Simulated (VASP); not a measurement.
# Which face does Nb expose?, part 5 of 6

Aim: compare the low-index faces of Nb at one level of theory.

VASP 6.6.1; r2SCAN; plane waves and PAW (Nb_pv).

So far. Step 5 (Potential and states of the slab, 7 atoms, face Nb(110)): The vacuum level lies 4.60 eV above the Fermi level at the upper face; both faces agree, as the slab has next to no dipole. Step 6 (Surface relaxation, 9 atoms, face Nb(100)): The run ended after 14 ionic steps, 0.295 eV below its first step, once the forces on the free atoms met EDIFFG = -0.03.

## 7. Potential and states of the slab, 9 atoms, face Nb(100)

INCAR reads:

```
SYSTEM = Nb
PREC = Normal
ENCUT = 320
EDIFF = 1E-06
NELM = 120
ISMEAR = 1
SIGMA = 0.15
LREAL = .FALSE.
ALGO = Normal
METAGGA = R2SCAN
LASPH = .TRUE.
NBANDS = 61
LORBIT = 11
LWAVE = .FALSE.
LCHARG = .TRUE.
KPAR = 4
IDIPOL = 3
LDIPOL = .TRUE.
DIPOL = 0.5 0.5 0.5
LVHAR = .TRUE.
LVACPOTAV = .TRUE.
NEDOS = 1500
```

POSCAR reads:

```
Nb
1.0
    3.3188419198      0.0000000000      0.0000000000
    0.0000000000      3.3188419198      0.0000000000
    0.0000000000      0.0000000000     28.2753676792
Nb
9
Direct
    0.0000000000      0.0000000000      0.2715173739
    0.5000000000      0.5000000000      0.3230013130
    0.0000000000      0.0000000000      0.3810342256
    0.5000000000      0.5000000000      0.4424347492
    0.0000000000      0.0000000000      0.5000000000
    0.5000000000      0.5000000000      0.5575652508
    0.0000000000      0.0000000000      0.6189657744
    0.5000000000      0.5000000000      0.6769986870
    0.0000000000      0.0000000000      0.7284826261
```

KPOINTS reads:

```
Automatic mesh
0
Gamma
9 9 1
0 0 0
```

The projector-augmented-wave data sets are Nb_pv (PBE family, release 64).

Started as:

```console
$ mpirun -np 4 vasp_std
```

Log:

```text
[... set-up lines as in an earlier step ...]
 entering main loop
       N       E                     dE             d eps       ncg     rms          rms(c)
DAV:   1     0.887419471381E+03    0.88742E+03   -0.42609E+04  2318   0.115E+03
DAV:   2    -0.165831093102E+03   -0.10533E+04   -0.10261E+04  1890   0.655E+02
DAV:   3    -0.246205123354E+03   -0.80374E+02   -0.74679E+02  2916   0.141E+02
DAV:   4    -0.252700237662E+03   -0.64951E+01   -0.62318E+01  2708   0.421E+01
DAV:   5    -0.253086246779E+03   -0.38601E+00   -0.37581E+00  3180   0.875E+00    0.754E+01
DAV:   6    -0.263374493071E+03   -0.10288E+02   -0.19890E+02  2932   0.864E+01    0.321E+01
DAV:   7    -0.421072434681E+03   -0.15770E+03   -0.26532E+03  3020   0.161E+02    0.114E+02
DAV:   8    -0.392288625639E+03    0.28784E+02   -0.33251E+02  2623   0.953E+01    0.429E+01
DAV:   9    -0.233650407033E+03    0.15864E+03   -0.29323E+02  3004   0.781E+01    0.251E+01
DAV:  10    -0.224968228244E+03    0.86822E+01   -0.11212E+02  2916   0.475E+01    0.182E+01
DAV:  11    -0.223864022683E+03    0.11042E+01   -0.14266E+01  2980   0.174E+01    0.153E+01
DAV:  12    -0.222317576966E+03    0.15464E+01   -0.17925E+00  2908   0.626E+00    0.116E+01
DAV:  13    -0.222208867609E+03    0.10871E+00   -0.14308E-01  2572   0.249E+00    0.113E+01
DAV:  14    -0.221978173786E+03    0.23069E+00   -0.32645E-02  2964   0.850E-01    0.109E+01
DAV:  15    -0.219898807966E+03    0.20794E+01   -0.20386E+00  2836   0.701E+00    0.586E+00
DAV:  16    -0.219125335326E+03    0.77347E+00   -0.26093E+00  2916   0.992E+00    0.260E+00
DAV:  17    -0.219224906903E+03   -0.99572E-01   -0.29782E-01  2564   0.335E+00    0.296E+00
DAV:  18    -0.219222293198E+03    0.26137E-02   -0.34608E-02  2860   0.140E+00    0.263E+00
DAV:  19    -0.219220223062E+03    0.20701E-02   -0.14163E-01  2900   0.211E+00    0.207E+00
DAV:  20    -0.219214749487E+03    0.54736E-02   -0.20670E-02  2604   0.913E-01    0.204E+00
DAV:  21    -0.219219813271E+03   -0.50638E-02   -0.36736E-03  2900   0.416E-01    0.195E+00
DAV:  22    -0.219209663751E+03    0.10150E-01   -0.14559E-02  2860   0.793E-01    0.141E+00
DAV:  23    -0.219209559051E+03    0.10470E-03   -0.53013E-03  2836   0.470E-01    0.911E-01
DAV:  24    -0.219209478052E+03    0.80998E-04   -0.67696E-04  2796   0.161E-01    0.824E-01
DAV:  25    -0.219209299705E+03    0.17835E-03   -0.44705E-04  2884   0.130E-01    0.721E-01
DAV:  26    -0.219209243200E+03    0.56505E-04   -0.23533E-03  2852   0.359E-01    0.300E-01
DAV:  27    -0.219209121166E+03    0.12203E-03   -0.44722E-04  2564   0.121E-01    0.273E-01
DAV:  28    -0.219209150230E+03   -0.29064E-04   -0.18325E-04  2748   0.947E-02    0.177E-01
DAV:  29    -0.219209147693E+03    0.25372E-05   -0.41258E-05  2524   0.396E-02    0.176E-01
DAV:  30    -0.219209244359E+03   -0.96667E-04   -0.18327E-04  2740   0.704E-02    0.157E-01
DAV:  31    -0.219209194387E+03    0.49972E-04   -0.97485E-05  2780   0.701E-02    0.760E-02
DAV:  32    -0.219209228007E+03   -0.33620E-04   -0.30659E-05  2428   0.325E-02    0.436E-02
DAV:  33    -0.219209219401E+03    0.86069E-05   -0.22485E-05  2436   0.280E-02    0.203E-02
DAV:  34    -0.219209242558E+03   -0.23158E-04   -0.66210E-06  2204   0.159E-02    0.685E-03
DAV:  35    -0.219209252666E+03   -0.10107E-04   -0.16293E-06  1412   0.880E-03    0.542E-03
DAV:  36    -0.219209256055E+03   -0.33894E-05   -0.10512E-06  1380   0.955E-03    0.529E-03
DAV:  37    -0.219209261661E+03   -0.56056E-05   -0.77281E-07  1316   0.694E-03    0.550E-03
DAV:  38    -0.219209266500E+03   -0.48390E-05   -0.12999E-06  1404   0.771E-03    0.630E-03
DAV:  39    -0.219209268641E+03   -0.21414E-05   -0.67496E-07  1324   0.660E-03    0.297E-03
DAV:  40    -0.219209269477E+03   -0.83611E-06   -0.21017E-07  1196   0.369E-03
 [... a notice as in an earlier step ...]

   1 F= -.21920927E+03 E0= -.21921016E+03  d E =0.265830E-02
```

Wall time 2.3 min (4 MPI ranks of AMD EPYC 9R45, shared host); peak memory 0.88 GiB.

Parts of OUTCAR (step 7):

```text
   NELECT =      99.0000    total number of electrons

 E-fermi :   1.0776

 k-point     1 :       0.0000    0.0000    0.0000
  band No.  band energies     occupation
    ...
     38      -1.6846      2.00000
     39      -1.4521      2.00000
     40      -1.1556      2.00000
     41      -0.1259      2.00000
     42       1.1080      0.66525
     43       1.2107     -0.01826
     44       1.2177     -0.03376
     45       1.2484     -0.06837
     46       1.3040     -0.05446
     47       1.3339     -0.03634
    ...

  Total       -1.7592851     -1.7592851     -0.4030715      0.0000000      0.0000000     -0.0000000
  in kB       -9.0503509     -9.0503509     -2.0735344      0.0000000      0.0000000     -0.0000000
  external PRESSURE =      -6.7247454 kB  Pullay stress =       0.0000000 kB

 POSITION                                       TOTAL-FORCE (eV/Angst)
 -----------------------------------------------------------------------------------
      0.00000      0.00000      7.67725         0.000000     -0.000000      0.004778
      1.65942      1.65942      9.13298        -0.000000     -0.000000     -0.026438
      0.00000      0.00000     10.77388         0.000000      0.000000      0.025997
      1.65942      1.65942     12.51001         0.000000      0.000000     -0.021736
      0.00000      0.00000     14.13768         0.000000      0.000000     -0.000000
      1.65942      1.65942     15.76536         0.000000      0.000000      0.021736
      0.00000      0.00000     17.50148        -0.000000      0.000000     -0.025997
      1.65942      1.65942     19.14239         0.000000      0.000000      0.026438
      0.00000      0.00000     20.59811        -0.000000      0.000000     -0.004778
 -----------------------------------------------------------------------------------
    total drift:                                0.000000      0.000000      0.000000

  FREE ENERGIE OF THE ION-ELECTRON SYSTEM (eV)
  ---------------------------------------------------
  free  energy   TOTEN  =      -219.2092694774 eV

  energy  without entropy=     -219.2119277822  energy(sigma->0) =     -219.21015558

 vacuum level on the upper side and lower side of the slab         4.611         4.611

[... 9 parts as in an earlier step ...]

[... 9 further parts left out ...]
```

This step gave:

| Property | Result |
| --- | --- |
| electronic cycles | 40 |
| Fermi energy | 1.078 eV |
| vacuum levels | 4.611, 4.611 eV |
| work functions of the upper and lower face | 3.533, 3.533 eV |

Zero at the Fermi level. Table of planar average of the electrostatic potential by height:

| height (Å) | planar average of the electrostatic potential (eV) |
| --- | --- |
| 0 | 3.54 |
| 1 | 3.54 |
| 2 | 3.54 |
| 3 | 3.54 |
| 4 | 3.52 |
| 5 | 3.41 |
| 6 | 2.51 |
| 7 | -2.73 |
| 8 | -6.25 |
| 9 | -5.56 |
| 10 | -4.99 |
| 11 | -5.01 |
| 12 | -4.35 |
| 13 | -4.92 |
| 14 | -5.11 |
| 15 | -4.94 |
| 16 | -4.89 |
| 17 | -4.44 |
| 18 | -5.03 |
| 19 | -5.25 |
| 20 | -6.42 |
| 21 | -4.33 |
| 22 | 1.74 |
| 23 | 3.32 |
| 24 | 3.51 |
| 25 | 3.53 |
| 26 | 3.54 |
| 27 | 3.54 |
| 28 | 3.54 |

Density of states in the PAW spheres, an atom over height of the layer and energy from the Fermi level.

Ten even steps from '_' (0.00 states/eV) to '@' (2.22 states/eV), each cell a mean:
```
@@------::------@@
--::--==--==--::--
==--++******++--==
++====++**++====++
++======++======++
++##**++++++**##++
==++----::----++==
--==----------==--
--==============--
--==----------==--
::----::::::----::
..................
__________________
__________________
__________________
__________________
__________________
__________________
__________________
__________________
__________________
__________________
```
Columns: height of the layer (Å) from 7.7 to 20.6 (not evenly spaced); rows upwards: energy from the Fermi level (eV) from -7.9 to 0.5.

Valence density in the ca plane at fractional y = 0.000, with atoms of Nb within 0.2 Å of it. It is the smooth field of the valence electrons, not physical close to the nuclei.

Ten even steps from '0' (0.0 e/Å³) to '9' (4.5 e/Å³), each cell a mean:
```
02687300001588410001488620002588410000000000
01343100000244200000244210001244100000000000
00011000000011000000011000000111000000000000
00000000000000000000000000000000000000000000
00000000000000000000000000000000000000000000
00000000000000000000000000000000000000000000
00122100000122100000122100000122100000000000
02576200001466310001367410001466300000000000
03798410001699510001499620002699510000000000
```
Columns run along c (16.0 Å, from fractional 0.34 to 0.91 of the cell), rows up along a (3.3 Å). Atoms in or near the plane, at fractional coordinates: Nb at (0.38, 0.00), Nb at (0.50, 0.00), Nb at (0.62, 0.00), Nb at (0.73, 0.00).

The map of layer states is cut here 0.5 eV above the Fermi level, so it leaves out the states above that.

The vacuum level lies 3.53 eV above the Fermi level at the upper face; both faces agree, as the slab has next to no dipole.

The program found no field-free point at its default tolerance, but its printed level agrees with the flat part of the planar average.

On this mesh the fine structure of the density of states is sampling noise, and high empty states may be cut by the number of bands.

## 8. Relaxing the slab, 11 atoms, face Nb(111)

System of this step: Nb(111). The cell holds 11 atoms: 11 Nb. Cell: a = 4.694 Å, b = 4.694 Å, c = 24.581 Å, α = 90.0°, β = 90.0°, γ = 60.0°. It derives from Nb. 11 layers of bcc Nb, cut at this functional's lattice. Vacuum lies along c.

INCAR reads:

```
SYSTEM = Nb
PREC = Normal
ENCUT = 320
EDIFF = 1E-05
NELM = 120
ISMEAR = 1
SIGMA = 0.15
LREAL = .FALSE.
ALGO = Normal
METAGGA = R2SCAN
LASPH = .TRUE.
NBANDS = 75
LORBIT = 11
LWAVE = .FALSE.
LCHARG = .FALSE.
KPAR = 4
IBRION = 2
NSW = 40
ISIF = 2
EDIFFG = -0.03
POTIM = 0.4
MAXMIX = 40
```

POSCAR reads:

```
Nb
1.0
    4.6935512544      0.0000000000      0.0000000000
    2.3467756272      4.0647346202      0.0000000000
    0.0000000000      0.0000000000     24.5806713790
Nb
11
Direct
    0.6666666700      0.6666666700      0.3051177800
    0.0000000000      0.0000000000      0.3440942300
    0.3333333300      0.3333333300      0.3830706700
    0.6666666700      0.6666666700      0.4220471100
    0.0000000000      0.0000000000      0.4610235600
    0.3333333300      0.3333333300      0.5000000000
    0.6666666700      0.6666666700      0.5389764400
    0.0000000000      0.0000000000      0.5779528900
    0.3333333300      0.3333333300      0.6169293300
    0.6666666700      0.6666666700      0.6559057700
    0.0000000000      0.0000000000      0.6948822200
```

KPOINTS is that of step 7.

Started as:

```console
$ mpirun -np 4 vasp_std
```

Log:

```text
[banner, memory and clock lines left out]
running    4 mpi-ranks, on    1 nodes
[...]
[... a notice as in an earlier step ...]

 LDA part: xc-table for (None), standard interpolation
 POSCAR, INCAR and KPOINTS ok, starting setup
[...]
entering main loop
       N       E                     dE             d eps       ncg     rms          rms(c)
DAV:   1     0.992887138916E+03    0.99289E+03   -0.52402E+04  2352   0.108E+03
DAV:   2    -0.211536661247E+03   -0.12044E+04   -0.11661E+04  1971   0.620E+02
DAV:   3    -0.301972044829E+03   -0.90435E+02   -0.86114E+02  2792   0.140E+02
DAV:   4    -0.308436204560E+03   -0.64642E+01   -0.62591E+01  2648   0.391E+01
[...]
DAV:  30    -0.265248857976E+03   -0.55710E-04   -0.27251E-05  1600   0.278E-02    0.208E-02
DAV:  31    -0.265248915915E+03   -0.57939E-04   -0.10956E-05  1440   0.210E-02    0.196E-02
DAV:  32    -0.265248923652E+03   -0.77370E-05   -0.10764E-05  1400   0.218E-02
   1 F= -.26524892E+03 E0= -.26525031E+03  d E =-.265249E+03
[... from here on, the cycles between the ionic steps are left out ...]
   2 F= -.26558246E+03 E0= -.26558536E+03  d E =-.333535E+00
   3 F= -.26586629E+03 E0= -.26586776E+03  d E =-.617369E+00
   4 F= -.26586680E+03 E0= -.26586826E+03  d E =-.617876E+00
   5 F= -.26590604E+03 E0= -.26590665E+03  d E =-.392405E-01
   6 F= -.26595169E+03 E0= -.26594933E+03  d E =-.848889E-01
   7 F= -.26597040E+03 E0= -.26596903E+03  d E =-.187078E-01
   8 F= -.26597217E+03 E0= -.26597143E+03  d E =-.204851E-01
   9 F= -.26597212E+03 E0= -.26597128E+03  d E =-.204312E-01
  10 F= -.26597216E+03 E0= -.26597137E+03  d E =-.204681E-01
  11 F= -.26597559E+03 E0= -.26597513E+03  d E =-.343179E-02
  12 F= -.26597714E+03 E0= -.26597697E+03  d E =-.498163E-02
  13 F= -.26597823E+03 E0= -.26597786E+03  d E =-.109276E-02
 trial-energy change:   -0.001093  1 .order   -0.001041   -0.001473   -0.000608
 step:   4.0415(harm=  4.7123)  dis= 0.01313  next Energy=  -265.978376 (dE=-0.124E-02)
 reached required accuracy - stopping structural energy minimisation
```

Wall time 15 min (4 MPI ranks); peak memory 1.3 GiB.

Parts of OUTCAR (step 8):

```text
  Total       -4.0124184     -4.0124184     -1.0703746      0.0000000      0.0000000     -0.0000000
  in kB      -13.7084799    -13.7084799     -3.6569487      0.0000000      0.0000000     -0.0000000
  external PRESSURE =     -10.3579695 kB  Pullay stress =       0.0000000 kB

 POSITION                                       TOTAL-FORCE (eV/Angst)
 -----------------------------------------------------------------------------------
      4.69355      2.70982      7.82214        -0.000000     -0.000000      0.006438
      0.00000      0.00000      8.48532        -0.000000     -0.000000      0.028771
      2.34678      1.35491      9.30675         0.000000     -0.000000      0.006703
      4.69355      2.70982     10.44516         0.000000     -0.000000      0.024638
      7.04033      4.06473     11.30883        -0.000000     -0.000000      0.001376
      2.34678      1.35491     12.29034         0.000000     -0.000000     -0.000000
      4.69355      2.70982     13.27184         0.000000     -0.000000     -0.001376
      0.00000      0.00000     14.13551        -0.000000      0.000000     -0.024638
      2.34678      1.35491     15.27392        -0.000000      0.000000     -0.006703
      4.69355      2.70982     16.09535         0.000000      0.000000     -0.028771
      0.00000      0.00000     16.75853         0.000000     -0.000000     -0.006438
 -----------------------------------------------------------------------------------
    total drift:                               -0.000009     -0.000005     -0.000006

  FREE ENERGIE OF THE ION-ELECTRON SYSTEM (eV)
  ---------------------------------------------------
  free  energy   TOTEN  =      -265.9782310400 eV

  energy  without entropy=     -265.9771263089  energy(sigma->0) =     -265.97786280

[... 1 part as in an earlier step ...]

[... 3 further parts left out ...]
[key lines of the parts left out:]
E-fermi :  -0.0023
```

The run keeps the 12 symmetry operations of its start, so it cannot find a distortion of lower symmetry.

The steps of the relaxation:

| step | energy less that of the first step (eV) | largest force (eV/Å) |
| --- | --- | --- |
| 1 | 0.0000 | 1.7877 |
| 2 | -0.3335 | 1.3638 |
| 3 | -0.6174 | 0.6654 |
| 4 | -0.6179 | 0.6112 |
| 5 | -0.6571 | 0.4083 |
| 6 | -0.7028 | 0.3205 |
| 7 | -0.7215 | 0.1511 |
| 8 | -0.7233 | 0.1311 |
| 9 | -0.7232 | 0.1378 |
| 10 | -0.7232 | 0.1363 |
| 11 | -0.7267 | 0.0613 |
| 12 | -0.7282 | 0.0717 |
| 13 | -0.7293 | 0.0288 |

The atoms that moved most (Å):

| atom | dx | dy | dz | length |
| --- | --- | --- | --- | --- |
| Nb1 | 0.000 | 0.000 | 0.322 | 0.322 |
| Nb11 | 0.000 | 0.000 | -0.322 | 0.322 |
| Nb3 | 0.000 | 0.000 | -0.109 | 0.109 |
| Nb9 | 0.000 | 0.000 | 0.109 | 0.109 |
| Nb4 | 0.000 | 0.000 | 0.071 | 0.071 |
| Nb8 | 0.000 | 0.000 | -0.071 | 0.071 |
| Nb10 | 0.000 | 0.000 | -0.027 | 0.027 |
| Nb2 | 0.000 | 0.000 | 0.027 | 0.027 |

Final coordinates:

```
Nb
1.0
     4.69355    0.00000    0.00000
     2.34678    4.06473    0.00000
     0.00000    0.00000   24.58067
Nb
11
Direct
  0.66667 0.66667 0.31822
  0.00000 0.00000 0.34520
  0.33333 0.33333 0.37862
  0.66667 0.66667 0.42493
  0.00000 0.00000 0.46007
  0.33333 0.33333 0.50000
  0.66667 0.66667 0.53993
  0.00000 0.00000 0.57507
  0.33333 0.33333 0.62138
  0.66667 0.66667 0.65480
  0.00000 0.00000 0.68178
```

The run ended after 13 ionic steps, 0.729 eV below its first step, once the forces on the free atoms met EDIFFG = -0.03.

(Part 5 of 6 ends here.)

[Lines on the potential files, build, host, timing and source positions are cut from VASP's logs without a mark.]

[Logs are printed without paths, hosts, clocks, repeated set-up lines and the standing remarks that a program may print on its own settings, such as how far it seeks lower states.]

[Hosts, paths, dates, database ids (printed as entryN), source tags and the programs' standing remarks are cut or masked in the printed files.]

[Runs that stopped without an error message from VASP are left out.]
